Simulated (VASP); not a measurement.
All values below come from PBEsol GGA, VASP's PBE PAW potentials (set 64) (plane waves; VASP).

Input for VASP

**INCAR**
```
GGA=PS   # PBEsol
EDIFF=1E-7   # SCF stop (eV)
NELM=100   # most electronic steps
PREC=Accurate
LASPH=.TRUE.   # aspherical one-centre terms
LORBIT=11
SYSTEM=WSb
NEDOS=601
ENCUT=400
LWAVE=.FALSE.
LREAL=.FALSE.   # projection in real space or not
ISMEAR=-5   # tetrahedra, Bloechl
ISIF=2   # forces and stress, cell fixed
LCHARG=.TRUE.
ALGO=Normal   # blocked Davidson
LMAXMIX=6   # l cut-off of mixed one-centre charges
```

File POSCAR:
```
WSb
1
    0.0000000000     2.7409236114     2.7409236114
    2.7409236114     0.0000000000     2.7409236114
    2.7409236114     2.7409236114     0.0000000000
W Sb
1 1
Direct
  0.0000000000   0.0000000000   0.0000000000
  0.5000000000   0.5000000000   0.5000000000
```

File KPOINTS:
```
Automatic mesh
0
Gamma
13 13 13
0 0 0
```

POTCAR, in this order: W_sv Sb (PBE.64 set). Program: vasp_std.

What will the output report for the number of irreducible k-points (NKPTS), number of bands (NBANDS), largest plane-wave count, number of space-group operations, FFT grid (NGX, NGY, NGZ)?

- number of irreducible k-points (NKPTS): 84
- number of bands (NBANDS): 13
- largest plane-wave count: 763
- number of space-group operations: 48
- FFT grid (NGX, NGY, NGZ): 28 × 28 × 28

The structure was generated: WSb was put into the rock salt type (Fm-3m), which need not be its known phase. It was relaxed first, which changed the volume by -40 %. The electron count is odd and the run is not spin-polarised, which forces a metal.
